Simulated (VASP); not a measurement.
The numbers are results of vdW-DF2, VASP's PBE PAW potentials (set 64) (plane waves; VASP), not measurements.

A VASP calculation is set up with these files.

File POSCAR:
```
BaTiO3
1
    4.0980979668     0.0000000000     0.0000000000
    0.0000000000     4.0980979668     0.0000000000
   -0.0000000000    -0.0000000000     4.0980979668
Ba Ti O
1 1 3
Direct
  0.0000000000   0.0000000000   0.0000000000
  0.5000000000   0.5000000000   0.5000000000
  0.5000000000   0.0000000000   0.5000000000
  0.0000000000   0.5000000000   0.5000000000
  0.5000000000   0.5000000000   0.0000000000
```

### INCAR
```
! general
SYSTEM  =BaTiO3
PREC    =Accurate
ENCUT   =520
LREAL   =.False.
LASPH   =.True.

! electronic loop
EDIFF   =1E-6
NELM    =100
ALGO    =Normal
LMAXMIX =4

! smearing
ISMEAR  =0
SIGMA   =0.05

! functional
GGA     =ML
LUSE_VDW=.True.
AGGAC   =0.0
ZAB_VDW =-1.8867

! ions
IBRION  =2
NSW     =60
ISIF    =3
EDIFFG  =-0.02

! output
LWAVE   =.False.
LCHARG  =.False.
```

### KPOINTS
```
Automatic mesh
0
Gamma
5 5 5
0 0 0
```

POTCAR, in this order: Ba_sv Ti_sv O (PBE.64 set). Program: vasp_std.

Output of the run:

**OUTCAR**
```
 ion  position               nearest neighbor table
   1  0.000  0.000  0.000-   3 2.90   4 2.90   5 2.90   3 2.90   4 2.90   4 2.90   5 2.90   4 2.90
                             3 2.90   5 2.90   3 2.90   5 2.90   2 3.55   2 3.55   2 3.55   2 3.55
   2  0.500  0.500  0.500-   3 2.05   4 2.05   5 2.05   5 2.05   3 2.05   4 2.05   1 3.55   1 3.55
                             1 3.55   1 3.55   1 3.55   1 3.55   1 3.55   1 3.55
   3  0.500  0.000  0.500-   2 2.05   2 2.05   1 2.90   1 2.90   1 2.90   1 2.90
   4  0.000  0.500  0.500-   2 2.05   2 2.05   1 2.90   1 2.90   1 2.90   1 2.90
   5  0.500  0.500  0.000-   2 2.05   2 2.05   1 2.90   1 2.90   1 2.90   1 2.90
  LATTYP: Found a simple cubic cell.
 ALAT       =     4.0980979668
 Subroutine PRICEL returns:
 Original cell was already a primitive cell.
 Subroutine GETGRP returns: Found 48 space group operations
The static configuration has the point symmetry O_h .
The dynamic configuration has the point symmetry O_h .
 Subroutine INISYM returns: Found 48 space group operations
 Subroutine IBZKPT returns following result:
 Found     10 irreducible k-points:

 Following reciprocal coordinates:
            Coordinates               Weight
  0.000000  0.000000  0.000000      1.000000
  0.200000  0.000000  0.000000      6.000000
  0.400000  0.000000  0.000000      6.000000
  0.200000  0.200000  0.000000     12.000000
  0.400000  0.200000  0.000000     24.000000
  0.400000  0.400000  0.000000     12.000000
  0.200000  0.200000  0.200000      8.000000
  0.400000  0.200000  0.200000     24.000000
  0.400000  0.400000  0.200000     24.000000
  0.400000  0.400000  0.400000      8.000000
   k-points           NKPTS =     10   k-points in BZ     NKDIM =     10   number of bands    NBANDS=     24
   number of dos      NEDOS =    301   number of ions     NIONS =      5
   total plane-waves  NPLWV =  27000
   dimension x,y,z NGX =    30 NGY =   30 NGZ =   30
   dimension x,y,z NGXF=    60 NGYF=   60 NGZF=   60
   ions per type =               1   1   3
   PREC   = accura    normal or accurate (medium, high low for compatibility)
   ISTART =      0    job   : 0-new  1-cont  2-samecut
   ICHARG =      2    charge: 1-file 2-atom 10-const
...
```

### OSZICAR
```
       N       E                     dE             d eps       ncg     rms          rms(c)
DAV:   1     0.462440364387E+03    0.46244E+03   -0.21607E+04   480   0.180E+03
DAV:   2     0.303408471109E+01   -0.45941E+03   -0.45347E+03   608   0.484E+02
DAV:   3    -0.417281176724E+02   -0.44762E+02   -0.44723E+02   696   0.148E+02
DAV:   4    -0.436848229697E+02   -0.19567E+01   -0.19560E+01   704   0.269E+01
DAV:   5    -0.437711588767E+02   -0.86336E-01   -0.86333E-01   688   0.376E+00    0.236E+01
DAV:   6    -0.308208583312E+02    0.12950E+02   -0.99743E+01   736   0.784E+01    0.119E+01
DAV:   7    -0.306949660519E+02    0.12589E+00   -0.21277E+01   648   0.348E+01    0.668E+00
DAV:   8    -0.303839087278E+02    0.31106E+00   -0.83240E-01   632   0.801E+00    0.423E+00
DAV:   9    -0.303432126858E+02    0.40696E-01   -0.19158E+00   616   0.112E+01    0.288E+00
DAV:  10    -0.302589097667E+02    0.84303E-01   -0.69199E-01   648   0.678E+00    0.588E-01
DAV:  11    -0.302584067997E+02    0.50297E-03   -0.77226E-02   504   0.173E+00    0.557E-01
DAV:  12    -0.302548214331E+02    0.35854E-02   -0.38035E-02   608   0.156E+00    0.203E-01
DAV:  13    -0.302541565596E+02    0.66487E-03   -0.23464E-03   600   0.453E-01    0.581E-02
DAV:  14    -0.302541169331E+02    0.39627E-04   -0.49030E-04   688   0.184E-01    0.229E-02
DAV:  15    -0.302541126786E+02    0.42545E-05   -0.54869E-05   592   0.693E-02    0.473E-03
DAV:  16    -0.302541122843E+02    0.39434E-06   -0.23140E-06   448   0.154E-02
   1 F= -.30254112E+02 E0= -.30254112E+02  d E =-.302541E+02
```

### OUTCAR
```
------------------------ aborting loop because EDIFF is reached ----------------------------------------
  FORCE on cell =-STRESS in cart. coord.  units (eV):
  Direction    XX          YY          ZZ          XY          YZ          ZX
  --------------------------------------------------------------------------------------
  Total       -0.0099042     -0.0099042     -0.0099042     -0.0000000      0.0000000      0.0000000
  in kB       -0.2305588     -0.2305588     -0.2305588     -0.0000000      0.0000000      0.0000000
  external PRESSURE =      -0.2305588 kB  Pullay stress =       0.0000000 kB
  volume of cell :       68.83
      direct lattice vectors                 reciprocal lattice vectors
     4.098097967  0.000000000  0.000000000     0.244015640  0.000000000  0.000000000
     0.000000000  4.098097967  0.000000000     0.000000000  0.244015640  0.000000000
     0.000000000  0.000000000  4.098097967     0.000000000  0.000000000  0.244015640
 POSITION                                       TOTAL-FORCE (eV/Angst)
 -----------------------------------------------------------------------------------
      0.00000      0.00000      0.00000         0.000000      0.000000      0.000000
      2.04905      2.04905      2.04905         0.000000      0.000000      0.000000
      2.04905      0.00000      2.04905         0.000000      0.000000      0.000000
      0.00000      2.04905      2.04905         0.000000      0.000000      0.000000
      2.04905      2.04905      0.00000         0.000000      0.000000      0.000000
 -----------------------------------------------------------------------------------
    total drift:                                0.000000      0.000000     -0.000000
  FREE ENERGIE OF THE ION-ELECTRON SYSTEM (eV)
  ---------------------------------------------------
  free  energy   TOTEN  =       -30.2541122843 eV

  energy  without entropy=      -30.2541122843  energy(sigma->0) =      -30.25411228

 reached required accuracy - stopping structural energy minimisation
```
(Selected blocks of OUTCAR.)

**OUTCAR**
```
 val. band max:        3.1421249982   @ k =   0.4000   0.4000   0.4000

 cond. band min:       4.8639569251   @ k =   0.0000   0.0000   0.0000


 Fermi energy:         3.5350803515

 k-point     1 :       0.0000    0.0000    0.0000
  band No.  band energies     occupation
      1     -53.8534      2.00000
      2     -29.9994      2.00000
      3     -29.9994      2.00000
      4     -29.9994      2.00000
      5     -21.7325      2.00000
      6     -13.3617      2.00000
      7     -12.7027      2.00000
      8     -12.7027      2.00000
      9      -6.8448      2.00000
     10      -6.8448      2.00000
     11      -6.8448      2.00000
     12       1.0188      2.00000
     13       1.0188      2.00000
     14       1.0188      2.00000
     15       2.2861      2.00000
     16       2.2861      2.00000
     17       2.2861      2.00000
     18       3.0515      2.00000
     19       3.0515      2.00000
     20       3.0515      2.00000
     21       4.8640      0.00000
     22       4.8640      0.00000
     23       4.8640      0.00000
     24       6.6043      0.00000

 k-point     2 :       0.2000    0.0000    0.0000
  band No.  band energies     occupation
      1     -53.8532      2.00000
      2     -30.0112      2.00000
      3     -29.9990      2.00000
      4     -29.9990      2.00000
      5     -21.7063      2.00000
      6     -13.3701      2.00000
      7     -12.6928      2.00000
      8     -12.6791      2.00000
      9      -6.8025      2.00000
     10      -6.8025      2.00000
     11      -6.7419      2.00000
     12       0.4916      2.00000
     13       0.9448      2.00000
     14       0.9448      2.00000
     15       1.9472      2.00000
     16       1.9472      2.00000
     17       2.0164      2.00000
     18       2.3189      2.00000
     19       2.8401      2.00000
     20       2.8401      2.00000
     21       4.9017      0.00000
     22       5.4479      0.00000
     23       5.4479      0.00000
     24       6.6059      0.00000
...
```

Unless said otherwise, spin-orbit coupling is left out, though it shifts the bands of the heavy elements here.

The compound is BaTiO3 in the cubic perovskite structure, the ideal cubic form; the compound distorts at low or room temperature. It was relaxed first, which changed the volume by +8 %. The start is the result of an earlier pass.
